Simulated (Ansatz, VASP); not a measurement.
## Cross-check of Si6GeO14 (germanium-doped silica glass) between VASP and Ansatz

Aim: how closely do two programs agree when they are given the same cell, functional and k mesh? The structure shown is the start of the Ansatz relaxation below; VASP solves that cell, so the two are compared at the walk's first step.

Program: Ansatz 0.2.0. Level of theory: plane waves, with VASP 6.6.1 beside it; single point at PBE. Results are calculated unless marked as measured.

**1. The starting structure**

The cell holds 42 atoms: 2 Ge, 12 Si and 28 O. Cell: a = 8.451 Å, b = 8.451 Å, c = 8.451 Å, α = 90.0°, β = 90.0°, γ = 90.0°. As first built, before any earlier steps moved the atoms (in the runner's words): kind germanium-doped silica glass; units_of_the_quenched_model {'SiO2': 12, 'GeO2': 2}; melt_K 3500; rate_K_ps 20; atoms 42.

**2. Ansatz: relaxation, PBE**

Ansatz runs on its PAW soft_1 files.

The two programs are compared at the cell with which this relaxation starts, whose forces are those of its first step.

input.yaml reads:

```yaml
crystal:
  lattice:
    - [8.4512845469, 0.0, 0.0]
    - [0.0, 8.4512845469, 0.0]
    - [0.0, 0.0, 8.4512845469]
  atoms:
    - { symbol: Ge, position: [0.844551, 0.253513, 0.502146] }
    - { symbol: Ge, position: [0.027675, 0.996464, 0.298165] }
    - { symbol: Si, position: [0.01536, 0.186907, 0.813304] }
    - { symbol: Si, position: [0.157253, 0.854829, 0.780857] }
    - { symbol: Si, position: [0.744873, 0.046312, 0.045376] }
    - { symbol: Si, position: [0.257506, 0.297731, 0.372376] }
    - { symbol: Si, position: [0.257593, 0.597313, 0.560782] }
    - { symbol: Si, position: [0.086015, 0.702512, 0.095361] }
    - { symbol: Si, position: [0.498624, 0.118872, 0.56484] }
    - { symbol: Si, position: [0.535194, 0.344198, 0.122237] }
    - { symbol: Si, position: [0.782156, 0.563629, 0.275341] }
    - { symbol: Si, position: [0.581457, 0.771886, 0.502926] }
    - { symbol: Si, position: [0.522245, 0.887932, 0.830616] }
    - { symbol: Si, position: [0.271689, 0.432063, 0.905205] }
    - { symbol: O, position: [0.502043, 0.058372, 0.745248] }
    - { symbol: O, position: [0.131133, 0.177509, 0.301106] }
    - { symbol: O, position: [0.875541, 0.984479, 0.162619] }
    - { symbol: O, position: [0.195973, 0.466514, 0.436714] }
    - { symbol: O, position: [0.281827, 0.506645, 0.730085] }
    - { symbol: O, position: [0.951718, 0.28886, 0.668825] }
    - { symbol: O, position: [0.155975, 0.752336, 0.618194] }
    - { symbol: O, position: [0.618423, 0.789782, 0.69321] }
    - { symbol: O, position: [0.112721, 0.033313, 0.755079] }
    - { symbol: O, position: [0.646299, 0.191083, 0.117344] }
    - { symbol: O, position: [0.841332, 0.413872, 0.378654] }
    - { symbol: O, position: [0.52255, 0.951683, 0.465282] }
    - { symbol: O, position: [0.403926, 0.319522, 0.25616] }
    - { symbol: O, position: [0.054678, 0.79249, 0.927742] }
    - { symbol: O, position: [0.640832, 0.495549, 0.166488] }
    - { symbol: O, position: [0.208904, 0.565287, 0.03565] }
    - { symbol: O, position: [0.341586, 0.833865, 0.84447] }
    - { symbol: O, position: [0.339616, 0.205288, 0.521352] }
    - { symbol: O, position: [0.715356, 0.698882, 0.396195] }
    - { symbol: O, position: [0.138777, 0.293936, 0.910397] }
    - { symbol: O, position: [0.856481, 0.120504, 0.902489] }
    - { symbol: O, position: [0.910031, 0.060723, 0.454134] }
    - { symbol: O, position: [0.927002, 0.625698, 0.169454] }
    - { symbol: O, position: [0.425063, 0.660679, 0.498515] }
    - { symbol: O, position: [0.647509, 0.22644, 0.537397] }
    - { symbol: O, position: [0.620147, 0.913741, 0.986136] }
    - { symbol: O, position: [0.139972, 0.83796, 0.226537] }
    - { symbol: O, position: [0.438393, 0.368145, 0.962072] }
  symmetry: { detect: false }
kpoints:
  mp_grid: { grid: [2, 2, 2] }
scf:
  occupations: { method: fermi_dirac, width: 0.05 }
hamiltonian:
  xc: pbe
  pseudopotentials: { kind: paw, azcp: { folder: soft_1 } }
output:
  forces: true
  stress: true
relax:
  f_tol: 0.04
  max_steps: 100
  escape_saddle: false
  cell: { stress_tol: 0.4, fix: [] }
```

The run is started by

```sh
$ ansatz run input.yaml --threads 8 --pin off --max-ram 16384MiB --backend cpu --events-out ev --progress --plain --runs-dir out
```

Numbers of over 12 decimals in the logs are rounded to 6 here.

Log:

```text
Engine: ansatz 0.2.0, aarch64-unknown-linux-gnu
Pseudopotentials: kind: paw
Pseudopotential: Ge, paw, valence charge 14, recommended cutoff 420 eV (normal), soft_1/Ge.paw.azcp
Pseudopotential: Si, paw, valence charge 4, recommended cutoff 420 eV (normal), soft_1/Si.paw.azcp
Pseudopotential: O, paw, valence charge 6, recommended cutoff 420 eV (normal), soft_1/O.paw.azcp
Functional definition: PBE
  parameter kappa = 0.804
  parameter beta = 0.066725
  exchange = pbe_x(kappa = kappa, mu = beta*pi^2/3)
  correlation = pbe_c(beta = beta)
Crystal: 42 atoms, lattice volume = 603.626 Å³
Basis set: ecut = 420 eV, 11753 PW (Γ), exchange–correlation on 120×120×120 points (8 copies of the dense FFT grid, shifted against one another)
Bands: 164, of which v1, the nominal top of the filled ones, is band 122 counted from 1 (121 counted from 0)
Symmetry: 1 space group operations
k-points: 8
Non-local potential: Ge, projectors of the file, l = 0: 2, l = 1: 2, l = 2: 3, l = 3: 1
Non-local potential: Si, projectors of the file, l = 0: 2, l = 1: 2, l = 2: 1
Non-local potential: O, projectors of the file, l = 0: 2, l = 1: 2, l = 2: 1
PAW form: soft (Blöchl's): semilocal exchange-correlation on the pseudo side does not see the compensation charge
PAW one-centre angular grid: Ge, 590 points (default); XC on 64 Gauss nodes
PAW one-centre angular grid: Si, 110 points (default); XC on 64 Gauss nodes
PAW one-centre angular grid: O, 110 points (default); XC on 64 Gauss nodes
Initial density: superposition of atomic densities (chi_scale 0.1, normalization cell, long waves kept (reshape's long-wave potential 0.48 eV rms))
Initial wavefunctions: pseudopotential atomic-orbital guess
Functional: x = pbe(κ = 0.804, μ = 0.219515), c = pbe(β = 0.066725)
SCF iter   1: F=—  HF=-32167.563361 eV  |F-HF|=—  |Δ(HF+E_count)|=         —  Δρ=1.24e-1  dr2=8.17e1  ethr=3.10e-3  ⟨swp⟩=6.1  Hψ=6302  notcnv=0  defer=110
preconditioner: auto → Resta (q_TF=auto, 2.346 Å⁻¹)  ε∞=2.7  [insulator: Δε(μ)=4.326 eV  Ē_g=17.490 eV  σ=0.050 eV  W_gap=1.00  n_scr=122 (ndim 8)  ℏωp=22.6 eV  f_vac=0.137  D(μ)=0.00/eV (n_scr^D=0)  ε∞_Penn≈2.7]
SCF iter   2: F=—  HF=-32144.453616 eV  |F-HF|=—  |Δ(HF+E_count)|=    2.31e1  Δρ=4.26e-2  dr2=5.63e0  ethr=3.10e-3  ⟨swp⟩=3.0  Hψ=3182  notcnv=0  defer=300
SCF iter   3: F=—  HF=-32143.546106 eV  |F-HF|=—  |Δ(HF+E_count)|=   9.08e-1  Δρ=1.97e-2  dr2=1.58e0  ethr=2.31e-3  ⟨swp⟩=2.9  Hψ=1134  notcnv=0  defer=300
SCF iter   4: F=—  HF=-32143.438413 eV  |F-HF|=—  |Δ(HF+E_count)|=   1.08e-1  Δρ=3.03e-3  dr2=5.00e-2  ethr=6.47e-4  ⟨swp⟩=3.4  Hψ=2497  notcnv=0  defer=296
SCF iter   5: F=—  HF=-32143.440621 eV  |F-HF|=—  |Δ(HF+E_count)|=   2.21e-3  Δρ=1.55e-3  dr2=1.38e-2  ethr=2.05e-5  ⟨swp⟩=2.0  Hψ=2093  notcnv=0  defer=297
SCF iter   6: F=—  HF=-32143.447447 eV  |F-HF|=—  |Δ(HF+E_count)|=   6.83e-3  Δρ=7.21e-4  dr2=2.92e-3  ethr=5.65e-6  ⟨swp⟩=2.0  Hψ=1768  notcnv=0  defer=297
SCF iter   7: F=—  HF=-32143.447726 eV  |F-HF|=—  |Δ(HF+E_count)|=   2.79e-4  Δρ=2.14e-4  dr2=3.53e-4  ethr=1.20e-6  ⟨swp⟩=2.0  Hψ=1987  notcnv=0  defer=297
SCF iter   8: F=—  HF=-32143.447813 eV  |F-HF|=—  |Δ(HF+E_count)|=   8.69e-5  Δρ=9.42e-5  dr2=5.63e-5  ethr=1.45e-7  ⟨swp⟩=2.0  Hψ=1691  notcnv=0  defer=297
SCF iter   9: F=—  HF=-32143.447533 eV  |F-HF|=—  |Δ(HF+E_count)|=   2.81e-4  Δρ=5.19e-5  dr2=1.29e-5  ethr=2.31e-8  ⟨swp⟩=2.0  Hψ=2014  notcnv=0  defer=297
SCF iter  10: F=—  HF=-32143.447529 eV  |F-HF|=—  |Δ(HF+E_count)|=   3.56e-6  Δρ=1.06e-5  dr2=8.07e-7  ethr=5.30e-9  ⟨swp⟩=2.0  Hψ=2029  notcnv=0  defer=297
SCF iter  11: F=—  HF=-32143.447529 eV  |F-HF|=—  |Δ(HF+E_count)|=   8.49e-9  Δρ=5.37e-6  dr2=1.67e-7  ethr=3.31e-10  ⟨swp⟩=2.0  Hψ=2029  notcnv=0  defer=297
SCF iter  12: F=-32143.447529 eV  HF=-32143.447529 eV  |F-HF|=2.14e-8  |Δ(HF+E_count)|=   2.01e-9  Δρ=2.93e-6  dr2=4.48e-8  ethr=4.10e-11  ⟨swp⟩=5.0  Hψ=4545  notcnv=0
SCF 1 converged in 12 iterations: F = -32143.447529 eV  dr2 = 4.48e-8
  greatest PAW one-centre occupation: 0.999 electrons in one spin orbital (limit 2), on the Ge atom at site 1 (counted from 0), in its partial waves of l = 2
relax step   1: F+E_penalty+E_count = -32143.44752899 eV  Δ(F+E_penalty+E_count) = +0.000e0 eV  max|allowed force component| = 3.337e0 eV/Å  Δτ_max = 0.0000 Å  P = +5.562 GPa  Ω = 603.626 Å³  (12 SCF iters, dr2 threshold 1.00e-7 eV, accepted)
Crystal: 42 atoms, lattice volume = 620.383 Å³
Basis set: ecut = 420 eV, 12111 PW (Γ), exchange–correlation on 120×120×120 points (8 copies of the dense FFT grid, shifted against one another)
Initial density: handed on by an earlier stage of this run
Initial wavefunctions: those handed on with the density
iter 1 solved again at ethr=2.85e-4 eV; its pass at ethr=3.10e-3 eV (dr2=6.96e-1 eV) is discarded
SCF iter   1: F=—  HF=-32145.072788 eV  |F-HF|=—  |Δ(HF+E_count)|=         —  Δρ=1.46e-2  dr2=6.99e-1  ethr=2.85e-4  ⟨swp⟩=4.9  Hψ=7460  notcnv=0
[...]
preconditioner: auto → Resta (q_TF=auto, 2.333 Å⁻¹)  ε∞=2.8  [insulator: Δε(μ)=4.569 eV  Ē_g=17.444 eV  σ=0.050 eV  W_gap=1.00  n_scr=134 (ndim 8)  ℏωp=23.2 eV  f_vac=0.237  D(μ)=0.00/eV (n_scr^D=0)  ε∞_Penn≈2.8]
[...]
SCF converged after 4 iterations
Free energy (F): -32146.420165 eV
Harris-Foulkes:  -32146.420165 eV  (|F-HF|=1.28e-8)
Internal energy: -32146.420165 eV  (E = F + TS)
E sigma→0 (E₀):  -32146.420165 eV
Fermi energy:    3.626909 eV
--- Per-component energies (eV) ---
  E_band       = -1662.074012
  E_kinetic    = 5508.364708
  E_local      = -23196.988260  (includes V_loc(G=0)·N_el)
  E_nonlocal   = 2177.594212
  E_hartree    = 9499.602588
  E_xc         = -2831.952935
  E_vxc        = -3271.182270  (∫ρ·V_xc dr)
  E_paw        = -14765.933294  (= ΣΔE_a)
  E_vpaw       = -1879.089227  (= ΣTr[D̂ρ^β])
  E_aug_tail   = 0.022979  (compensation charges beyond the density's cutoff)
  E_ewald      = -8537.130163
  E_smearing   = -0.000000  (= −TS)
  E_closure    = -0.000000  (closes the sum)
  Σ components = -32146.420165   (vs F -32146.420165, Δ=0.00e0)
--- Forces (eV/Å), atoms counted from 1 ---
  atom   1  Ge     0.01200694     0.00054070    -0.03249139
  atom   2  Ge    -0.00718778    -0.00914575    -0.00885810
  atom   3  Si    -0.00439424    -0.00096124    -0.01019090
  atom   4  Si     0.00528692    -0.01203176     0.00002376
  atom   5  Si     0.00801701    -0.00296922     0.01672465
  atom   6  Si     0.00960129     0.00417149    -0.00447709
  atom   7  Si    -0.01114510     0.00712976    -0.00737369
  atom   8  Si     0.00336961     0.00408710     0.00518602
  atom   9  Si    -0.00642165    -0.01096911    -0.00765702
  atom  10  Si    -0.00299103    -0.00638027     0.01059497
  atom  11  Si    -0.00261511     0.00908837     0.00019379
  atom  12  Si     0.00773818     0.00394924     0.00320259
  atom  13  Si     0.00465591    -0.00378987     0.00748441
  atom  14  Si    -0.00561726     0.01031687    -0.00384340
  atom  15  O     -0.00199942    -0.00005009    -0.00348764
  atom  16  O      0.00510818     0.01749224     0.00363378
  atom  17  O     -0.00292632     0.00919103    -0.00863338
  atom  18  O     -0.00180017     0.00146437    -0.00725771
  atom  19  O     -0.00003380    -0.00027367     0.00165255
  atom  20  O      0.00763644     0.00531203     0.01203346
  atom  21  O     -0.00051529    -0.00399859     0.00835457
  atom  22  O      0.00332086    -0.00075403    -0.00787195
  atom  23  O     -0.00994673     0.00023075     0.00477506
  atom  24  O      0.00103561     0.00083584    -0.00335081
[...]
atom  35  O      0.00206472     0.00093213    -0.00605005
  atom  36  O     -0.01008936     0.00778604     0.02512813
  atom  37  O      0.01407627    -0.00399196     0.00158911
  atom  38  O     -0.00036759     0.00378322     0.00201844
  atom  39  O     -0.00180310     0.00326237     0.00504976
  atom  40  O     -0.00479492     0.00328118    -0.00782291
  atom  41  O     -0.00472585    -0.01612763    -0.01105909
  atom  42  O      0.00718812    -0.00806518     0.00364972
  max |Σ_I F_I| component: 2.88e-5 eV/Å
--- Stress (GPa, compression-positive) ---
        0.029782      -0.005091      -0.004806
       -0.005087       0.034979      -0.009167
       -0.004805      -0.009161       0.078287
  P = ⅓ Tr σ = 0.0477 GPa (0.477 kbar)
--- Relaxed structure (8 steps of the walk, 8 accepted, 2 SCFs on fresh bases) ---
  F+E_penalty+E_count = -32146.42016457 eV   max|allowed force component| = 3.249e-2 eV/Å   (the final SCF, on the basis selected at the relaxed cell)
  cell:  # Å, volume = 624.2391 Å³
    - [8.409376, 0.027330, 0.066733]
    - [0.027330, 8.408803, -0.316972]
    - [0.066733, -0.316972, 8.840399]
  atoms:
    - { symbol: Ge, position: [0.845591, 0.246840, 0.492052] }
    - { symbol: Ge, position: [0.031306, 1.024272, 0.262562] }
    - { symbol: Si, position: [-0.001163, 0.195611, 0.805984] }
    - { symbol: Si, position: [0.149237, 0.847478, 0.798666] }
    - { symbol: Si, position: [0.745031, 0.076693, 0.030956] }
    - { symbol: Si, position: [0.267627, 0.291745, 0.375060] }
    - { symbol: Si, position: [0.263405, 0.575720, 0.596635] }
    - { symbol: Si, position: [0.081515, 0.705878, 0.097771] }
    - { symbol: Si, position: [0.506256, 0.097828, 0.543939] }
    - { symbol: Si, position: [0.530990, 0.358638, 0.136624] }
    - { symbol: Si, position: [0.795143, 0.547035, 0.283608] }
    - { symbol: Si, position: [0.576164, 0.748885, 0.516878] }
    - { symbol: Si, position: [0.515493, 0.910968, 0.813115] }
    - { symbol: Si, position: [0.269615, 0.434166, 0.921164] }
    - { symbol: O, position: [0.496486, 0.074599, 0.725351] }
    - { symbol: O, position: [0.149172, 0.196829, 0.254061] }
    - { symbol: O, position: [0.879505, 0.996110, 0.129608] }
    - { symbol: O, position: [0.184173, 0.440287, 0.478853] }
    - { symbol: O, position: [0.308663, 0.500000, 0.755796] }
    - { symbol: O, position: [0.946792, 0.295346, 0.661935] }
    - { symbol: O, position: [0.144481, 0.728026, 0.642714] }
    - { symbol: O, position: [0.610084, 0.778208, 0.699130] }
    - { symbol: O, position: [0.078569, 0.020304, 0.760460] }
    - { symbol: O, position: [0.634082, 0.195462, 0.140023] }
    - { symbol: O, position: [0.868672, 0.388734, 0.356250] }
    - { symbol: O, position: [0.542576, 0.924296, 0.452860] }
    - { symbol: O, position: [0.407813, 0.366774, 0.278310] }
    - { symbol: O, position: [0.041385, 0.774792, 0.932827] }
    - { symbol: O, position: [0.652686, 0.507032, 0.163374] }
    - { symbol: O, position: [0.217827, 0.569909, 0.056062] }
    - { symbol: O, position: [0.334442, 0.858582, 0.857757] }
    - { symbol: O, position: [0.336345, 0.164801, 0.489422] }
    - { symbol: O, position: [0.726736, 0.667565, 0.423467] }
    - { symbol: O, position: [0.127791, 0.302670, 0.903318] }
    - { symbol: O, position: [0.834327, 0.174446, 0.902314] }
    - { symbol: O, position: [0.926419, 0.054277, 0.436875] }
    - { symbol: O, position: [0.931814, 0.627970, 0.183257] }
    - { symbol: O, position: [0.419389, 0.636359, 0.505599] }
    - { symbol: O, position: [0.639167, 0.232854, 0.516089] }
    - { symbol: O, position: [0.626753, 0.938678, 0.960124] }
    - { symbol: O, position: [0.147487, 0.850587, 0.218432] }
    - { symbol: O, position: [0.436153, 0.360064, 0.977799] }
```

(Continued in part 2 of 2.)

[Lines on the potential files, build, host, timing and source positions are cut from VASP's logs without a mark.]

[Logs are printed without paths, hosts, clocks, repeated set-up lines and the standing remarks that a program may print on its own settings, such as how far it seeks lower states.]

[Hosts, paths, dates, database ids (printed as entryN), source tags and the programs' standing remarks are cut or masked in the printed files.]
